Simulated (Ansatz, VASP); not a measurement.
# BAs in two plane-wave programs, part 2 of 2

Wanted: the spread between two codes on one cell, functional and k mesh. The cell is taken from a series of runs on this material, whose earlier steps may have relaxed, scaled, displaced or heated it; both programs get it as it stands.

VASP 6.6.1 and Ansatz 0.2.0.

So far. Step 5 (VASP: single point, PBE, pair 2): The run ends at a pressure of 10.04 GPa. Step 6 (Ansatz: single point, PBE, pair 2): The run ends at a pressure of 9.23 GPa.

## (8) VASP: single point, PBE, pair 3

Level of this step: PBE; plane waves and PAW (B, As) (VASP).

With cell and atoms fixed, the geometry can't cause a difference; cores, projectors, grids and the points listed under the comparison can. The cell compared in this pair holds 25.03 Å³, against 26.14 Å³ for the pair before.

Contents of INCAR:

```
SYSTEM = BAs
PREC = Accurate
ENCUT = 500
EDIFF = 1E-06
NELM = 120
ISMEAR = 0
SIGMA = 0.02
LREAL = .FALSE.
ALGO = Normal
GGA = PE
NBANDS = 10
LORBIT = 11
LWAVE = .FALSE.
LCHARG = .FALSE.
ISIF = 2
LASPH = .TRUE.
GGA_COMPAT = .FALSE.
EFERMI = MIDGAP
```

Contents of POSCAR:

```
BAs
1.0
    0.0000000000      2.3216775765      2.3216775765
    2.3216775765      0.0000000000      2.3216775765
    2.3216775765      2.3216775765      0.0000000000
B As
1 1
Direct
    0.0000000000      0.0000000000      0.0000000000
    0.7500000000      0.7500000000      0.7500000000
```

Contents of KPOINTS:

```
Automatic mesh
0
Gamma
12 12 12
0 0 0
```

PAW data sets: B and As (PBE family, release 64).

The run is started by

```bash
$ mpirun -np 1 vasp_std
```

Numbers of over 12 decimals in the logs are rounded to 6 here.

The log of the run:

```text
[... set-up lines as in an earlier step ...]
 entering main loop
       N       E                     dE             d eps       ncg     rms          rms(c)
DAV:   1     0.116938220936E+02    0.11694E+02   -0.38081E+03  1440   0.697E+02
DAV:   2    -0.114748922970E+02   -0.23169E+02   -0.22105E+02  1960   0.107E+02
DAV:   3    -0.120805337736E+02   -0.60564E+00   -0.60423E+00  1730   0.169E+01
DAV:   4    -0.120820431635E+02   -0.15094E-02   -0.15093E-02  1734   0.915E-01
[...]
DAV:  10    -0.112630346727E+02   -0.15443E-03   -0.21037E-04  1578   0.947E-02    0.145E-02
DAV:  11    -0.112630390415E+02   -0.43688E-05   -0.44622E-06  1800   0.158E-02    0.132E-02
DAV:  12    -0.112630386313E+02    0.41019E-06   -0.23287E-06  1568   0.900E-03
   1 F= -.11263039E+02 E0= -.11263039E+02  d E =0.000000E+00
```

OUTCAR, selected parts (step 8):

```text
  Total        2.8377890      2.8377890      2.8377890     -0.0000000     -0.0000000      0.0000000
  in kB      181.6581809    181.6581809    181.6581809     -0.0000000     -0.0000000      0.0000000
  external PRESSURE =     181.6581809 kB  Pullay stress =       0.0000000 kB

 POSITION                                       TOTAL-FORCE (eV/Angst)
 -----------------------------------------------------------------------------------
      0.00000      0.00000      0.00000         0.000000      0.000000      0.000000
      3.48252      3.48252      3.48252        -0.000000     -0.000000     -0.000000
 -----------------------------------------------------------------------------------
    total drift:                               -0.000000     -0.000000     -0.000000

  FREE ENERGIE OF THE ION-ELECTRON SYSTEM (eV)
  ---------------------------------------------------
  free  energy   TOTEN  =       -11.2630386313 eV

  energy  without entropy=      -11.2630386313  energy(sigma->0) =      -11.26303863

[... 1 part as in an earlier step ...]

[... 2 further parts left out ...]
[key lines of the parts left out:]
E-fermi :   7.6443
```

The run ends at a pressure of 18.17 GPa.

## (9) Ansatz: single point, PBE, pair 3

The same cell, functional, mesh and smearing now go to Ansatz, which takes its cutoff from its data sets.

The cell is taken from a series of runs on this material, whose earlier steps may have relaxed, scaled, displaced or heated it; both programs get it as it stands.

Contents of input.yaml:

```yaml
crystal:
  lattice:
    - [0.0, 2.3216775765, 2.3216775765]
    - [2.3216775765, 0.0, 2.3216775765]
    - [2.3216775765, 2.3216775765, 0.0]
  atoms:
    - { symbol: B, position: [0.0, 0.0, 0.0] }
    - { symbol: As, position: [0.75, 0.75, 0.75] }
kpoints:
  mp_grid: { grid: [12, 12, 12] }
hamiltonian:
  xc: pbe
  pseudopotentials: { kind: paw, azcp: { folder: soft_1 } }
scf:
  occupations: { method: gaussian, width: 0.02 }
output:
  forces: true
  stress: true
  eigenvalues: true
```

The run is started by

```bash
$ ansatz run input.yaml --threads 4 --pin off --max-ram 10240MiB --backend cpu --events-out ev --progress --plain --runs-dir out
```

The log of the run:

```text
[...]
Crystal: 2 atoms, lattice volume = 25.029 Å³
Basis set: ecut = 420 eV, 531 PW (Γ), exchange–correlation on 48×48×48 points (8 copies of the dense FFT grid, shifted against one another)
Bands: 13, of which v1, the nominal top of the filled ones, is band 9 counted from 1 (8 counted from 0)
Symmetry: 24 space group operations
[...]
k-points: 72 of 1728 (time reversal used)
[...]
--- Band table (eV; the first three rows and the last of 72) ---
  k-point 0: bands = [... 5 lower, -4.1328, 12.0738, 12.0738, 12.0738, 15.4660, 15.4660, 15.4660, 17.8460]
  k-point 1: bands = [... 5 lower, -4.0097, 10.9943, 11.8328, 11.8328, 15.7301, 15.7819, 15.7819, 18.3499]
  k-point 2: bands = [... 5 lower, -3.6435, 8.9682, 11.3288, 11.3288, 15.7589, 16.4275, 16.4275, 19.4958]
  k-point 71: bands = [... 5 lower, 0.7063, 3.6243, 6.0541, 6.3690, 17.3546, 18.4945, 19.0787, 19.6536]
[key lines of the parts left out:]
SCF converged after 7 iterations
Free energy (F): -5011.975542 eV
Fermi energy:    12.623297 eV
P = ⅓ Tr σ = 17.1638 GPa (171.638 kbar)
```

The run ends at a pressure of 17.16 GPa.

## (10) Comparison

What differs besides the data sets and the points named for the pairs above, as far as they apply: the data sets hold 18 valence electrons in Ansatz (on its PAW soft_1 files) and 8 in VASP. Total energies have different zeros and are not compared.

Compared:

```csv
quantity,Ansatz,VASP,difference
pressure (GPa),17.16,18.17,-1.00
gap on the k mesh (eV),1.099,1.088,+0.011
```

A gap on the mesh is an upper bound, since the band edges may lie between its points.

## (11) Other set-ups

Further runs change the set-up of one program: Ansatz's method, potentials or start, or VASP's data sets, cutoff or form of LDA. The table gives Ansatz less VASP for each quantity, since a change that brings one quantity closer may part another.

```csv
run,pressure (GPa),gap on the k mesh (eV)
as above,-1.0,0.011
VASP with the data sets B and As_d and a cutoff of 600 eV,0.30,-0.0015
```

## (12) Outcome

* difference in gap on the k mesh (single point, PBE, pair 1): 0.0098 eV
* difference in pressure (single point, PBE, pair 1): -0.73 GPa
* difference in gap on the k mesh (single point, PBE, pair 2): 0.010 eV
* difference in pressure (single point, PBE, pair 2): -0.81 GPa
* difference in pressure (single point, PBE, pair 3): -1.0 GPa

**Reading.** The difference in pressure is -1.0 GPa (single point, PBE, pair 3), at about the 1 GPa picked in this series as the mark of a large difference. The data sets hold unlike numbers of valence electrons (18 in Ansatz and 8 in VASP), so part of the differences comes from the potentials. Single point, PBE, pair 3, VASP with the data sets B and As_d and a cutoff of 600 eV: the difference in pressure goes from -1.0 to 0.30 GPa; the difference in gap on the k mesh goes from 0.011 to -0.0015 eV. 5 further runs of this series are not shown here. Such differences can come from data sets, numerical settings and the points named under the comparisons, not from the functional's error against experiment.

[Lines on the potential files, build, host, timing and source positions are cut from VASP's logs without a mark.]

[Logs are printed without paths, hosts, clocks, repeated set-up lines and the standing remarks that a program may print on its own settings, such as how far it seeks lower states.]

[Hosts, paths, dates, database ids (printed as entryN), source tags and the programs' standing remarks are cut or masked in the printed files.]
